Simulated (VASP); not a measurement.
Consider the following.

```
KTaO3
1.0
    4.03552     0.00000     0.00000
    0.00000     4.03552     0.00000
    0.00000     0.00000     4.03552
K Ta O
1 1 3
Direct
  0.00000   0.00000   0.00000
  0.50000   0.50000   0.50000
  0.50000   0.00000   0.50000
  0.00000   0.50000   0.50000
  0.50000   0.50000   0.00000
```

These are r2SCAN meta-GGA, VASP's PBE PAW potentials (set 64) (plane waves; VASP) values and carry that method's errors. Settings: 520 eV cut-off, 6×6×6 Γ-centred mesh, Gaussian smearing of 0.050 eV, potentials K_sv Ta_pv O.

### Question
Give the stress tensor in GPa (positive for a compressed cell).

### Answer

```
-5.81   0.00   0.00
 0.00  -5.81   0.00
 0.00   0.00  -5.81
```
The pressure is its mean diagonal, -5.81 GPa.

The compound is KTaO3 in the cubic perovskite structure. This cell is one point of a volume scan, at 1.03 of the reference volume.
